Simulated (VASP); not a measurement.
Level of theory: r2SCAN meta-GGA, VASP's PBE PAW potentials (set 64) (plane waves; VASP).

A VASP calculation is set up with these files.

**KPOINTS**
```
Automatic mesh
0
Gamma
17 17 17
0 0 0
```

**INCAR**
```
! general
SYSTEM   =  V
PREC     =  Accurate
ENCUT    =  520
LREAL    =  .FALSE.
LASPH    =  .TRUE.

! electronic loop
EDIFF    =  1E-7
NELM     =  100
ALGO     =  Normal
LMAXMIX  =  4
LMIXTAU  =  .TRUE.

! smearing
ISMEAR   =  1
SIGMA    =  0.1

! functional
METAGGA  =  R2SCAN

! ions
ISIF     =  2

! output
LWAVE    =  .FALSE.
LCHARG   =  .FALSE.
```

**POSCAR**
```
V
1
   -1.4767678646     1.4767678646     1.4767678646
    1.4767678646    -1.4767678646     1.4767678646
    1.4767678646     1.4767678646    -1.4767678646
V
1
Direct
  0.0000000000   0.0000000000   0.0000000000
```

POTCAR, in this order: V_sv (PBE.64 set). Program: vasp_std.

Q: Estimate the energy per atom (σ→0), pressure, band gap (on the k-mesh).

A: 
The energy per atom (σ→0) comes out as -14.118 eV/atom and the band gap (on the k-mesh) is none (metal, semimetal or under 0.01 eV). The pressure is 7.06 GPa.

### OSZICAR
```
...
DAV:  14    -0.141178785547E+02    0.87014E-05   -0.29262E-06  3336   0.222E-02    0.248E-03
DAV:  15    -0.141178766770E+02    0.18776E-05   -0.36150E-07  3304   0.839E-03    0.680E-04
DAV:  16    -0.141178785968E+02   -0.19198E-05   -0.43070E-08  1682   0.279E-03    0.452E-04
DAV:  17    -0.141178779908E+02    0.60603E-06   -0.33165E-09  1652   0.926E-04    0.906E-05
DAV:  18    -0.141178782780E+02   -0.28720E-06   -0.70662E-10  1656   0.481E-04    0.330E-05
DAV:  19    -0.141178780748E+02    0.20322E-06   -0.72182E-11  1652   0.157E-04    0.353E-05
DAV:  20    -0.141178781363E+02   -0.61570E-07   -0.88717E-11  1656   0.143E-04
   1 F= -.14117878E+02 E0= -.14117716E+02  d E =-.486414E-03
```

The compound is V in the bcc structure. This cell is one point of a volume scan, at 0.97 of the reference volume. The run is not spin-polarised, so no magnetic state was tried.
